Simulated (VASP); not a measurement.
Calculation: PBE GGA, VASP's PBE PAW potentials (set 64) (plane waves; VASP 6.6.1).

VASP ran on this input.

KPOINTS:
```
Automatic mesh
0
Gamma
5 6 1
0 0 0
```

File POSCAR:
```
Ta16S
6.6175640
  0.9999999524   0.0000000000   0.0000000000
  0.4999999762   0.7071067845   0.0000000000
  0.0000000000   0.0000000000   3.1818721213
Ta S
16 1
Direct
  0.7500000000   0.5000000000   0.3397676804
  0.2500000000   0.5000000000   0.3397676804
  0.7500000000   0.0000000000   0.3392348836
  0.2500000000   0.0000000000   0.3395571398
  0.9999110996   0.0000000000   0.4450826986
  0.5000889004   0.0000000000   0.4450826986
  0.9999248098   0.5001503805   0.4455734159
  0.5000751902   0.4998496195   0.4455734159
  0.7500000000   0.5000000000   0.5570351150
  0.2500000000   0.5000000000   0.5570351150
  0.7500000000   0.0000000000   0.5540485500
  0.2500000000   0.0000000000   0.5583061088
  0.9810112161   0.0000000000   0.6646200190
  0.5189887839   0.0000000000   0.6646200190
  0.0059181257   0.4881637485   0.6628510831
  0.4940818743   0.5118362515   0.6628510831
  0.2500000000   0.0000000000   0.7438782940
```

### INCAR
```
! general
SYSTEM =Ta16S
PREC   =Normal
ENCUT  =400
LREAL  =.FALSE.
LASPH  =.TRUE.

! electronic loop
EDIFF  =1E-6
NELM   =100
NELMIN =4
ALGO   =Normal
LMAXMIX=6

! smearing
ISMEAR =1
SIGMA  =0.1

! functional
GGA    =PE

! output
LWAVE  =.FALSE.
LCHARG =.FALSE.
LORBIT =11
LVHAR  =.TRUE.

! other
LDIPOL =.TRUE.
IDIPOL =3
DIPOL  =0.5 0.5 0.5
```

POTCAR, in this order: Ta S (PBE.64 set). Program: vasp_std. Read from the step before: WAVECAR.

Q: What will the output report for the number of irreducible k-points (NKPTS), largest plane-wave count, number of space-group operations, FFT grid (NGX, NGY, NGZ)?

A: 
```yaml
number of irreducible k-points (NKPTS): 16
largest_plane_wave_count: 11893
number_of_space_group_operations: 4
FFT grid (NGX, NGY, NGZ): 32 × 28 × 108
```

The cell is a thin slab with vacuum, built from Ta (bcc): (110) face, S adsorbed.
